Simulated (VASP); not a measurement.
An input for Ansatz (written as the equivalent of a VASP run, and not itself run):

Ansatz 0.2 input:
```yaml
crystal:
  lattice:
    - [4.1595991, 0.0000000, 0.0000000]
    - [0.0000000, 4.1595991, 0.0000000]
    - [0.0000000, 0.0000000, 4.1595991]
  atoms:
    - { symbol: Tl, position: [0.0000000, 0.0000000, 0.0000000] }
    - { symbol: Br, position: [0.5000000, 0.5000000, 0.5000000] }
kpoints:
  mp_grid: { grid: [6, 6, 6] }
hamiltonian:
  xc: revpbe
  pseudopotentials: { kind: paw }
scf:
  occupations: { method: gaussian, width: 0.05 }
  max_iter: 100
relax:
  max_steps: 60
  f_tol: 0.01
  cell: {}
output: { forces: true, stress: true, eigenvalues: true }
```

Question: Write the VASP files for the same calculation (revPBE).

Answer: One answer among several that fit: 
### POSCAR
```
TlBr
1
    4.1595990773    -0.0000000000     0.0000000000
    0.0000000000     4.1595990773    -0.0000000000
   -0.0000000000     0.0000000000     4.1595990773
Tl Br
1 1
Direct
  0.0000000000   0.0000000000   0.0000000000
  0.5000000000   0.5000000000   0.5000000000
```

**KPOINTS**
```
kpoints
0
Gamma
 6 6 6
```

### INCAR
```
! general
SYSTEM  = TlBr
PREC    = Accurate
ENCUT   = 520
LREAL   = .FALSE.
LASPH   = .TRUE.

! electronic loop
EDIFF   = 1E-6
NELM    = 100
ALGO    = Normal
LMAXMIX = 4

! smearing
ISMEAR  = 0
SIGMA   = 0.05

! functional
GGA     = RE

! ions
IBRION  = 2
NSW     = 60
ISIF    = 3
EDIFFG  = -0.01

! output
LWAVE   = .FALSE.
LCHARG  = .FALSE.
```

POTCAR, in this order: Tl_d Br (PBE.64 set). Program: vasp_std.

What does not carry over: each code has its own PAW files, so the cut-off isn't converted (ENCUT is set for VASP's; basis.ecutwfc is left out, and Ansatz then takes the one that its files recommend); Ansatz stops its SCF on the density residual and VASP on the energy change (EDIFF).

The compound is TlBr in the CsCl type structure. It was relaxed first, which changed the volume by +13 %. The start is the result of an earlier pass.
